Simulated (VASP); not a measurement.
Here is the system:

```xyz
5
Lattice="4.4059 0.0000 0.0000 0.0000 4.4059 0.0000 0.0000 0.0000 4.4059" Properties=species:S:1:pos:R:3 pbc="T T T"
In     0.0000     0.0000     0.0000
N      2.2030     2.2030     2.2030
Sc     2.2030     2.2030     0.0000
Sc     0.0000     2.2030     2.2030
Sc     2.2030     0.0000     2.2030
```

These are LDA (Ceperley-Alder, Perdew-Zunger), VASP's LDA PAW potentials (set 64) (plane waves; VASP) values and carry that method's errors. Run with 400 eV cut-off, 6×6×6 Γ-centred mesh, Fermi-Dirac smearing of 0.10 eV, potentials In_d N Sc_sv.

Give the energies of bands 19 to 29 at the high-symmetry points, in eV from the Fermi level.

```json
[
 {"band": "19", "Γ": "-7.28", "X": "-6.50", "M": "-5.50", "R": "-5.57"},
 {"band": "20", "Γ": "-2.99", "X": "-4.19", "M": "-5.27", "R": "-5.38"},
 {"band": "21", "Γ": "-2.99", "X": "-3.57", "M": "-5.27", "R": "-5.38"},
 {"band": "22", "Γ": "-2.99", "X": "-3.33", "M": "-3.74", "R": "-5.38"},
 {"band": "23", "Γ": "-0.89", "X": "-3.33", "M": "-2.23", "R": "-1.34"},
 {"band": "24", "Γ": "-0.89", "X": "-1.06", "M": "-2.23", "R": "-1.34"},
 {"band": "25", "Γ": "-0.61", "X": "-1.06", "M": "-1.16", "R": "-1.34"},
 {"band": "26", "Γ": "-0.61", "X": "-0.29", "M": "0.97", "R": "0.70"},
 {"band": "27", "Γ": "-0.61", "X": "0.32", "M": "0.97", "R": "0.70"},
 {"band": "28", "Γ": "1.56", "X": "1.26", "M": "1.04", "R": "0.70"},
 {"band": "29", "Γ": "1.56", "X": "1.74", "M": "1.04", "R": "1.21"}
]
```

It has no gap at this level: it comes out as a metal or semimetal.

The structure comes from a measured Sc3InN entry of the Crystallography Open Database, whose conditions weren't checked. The cell was not relaxed at this level. The electron count is odd and the run is not spin-polarised, which forces a metal.
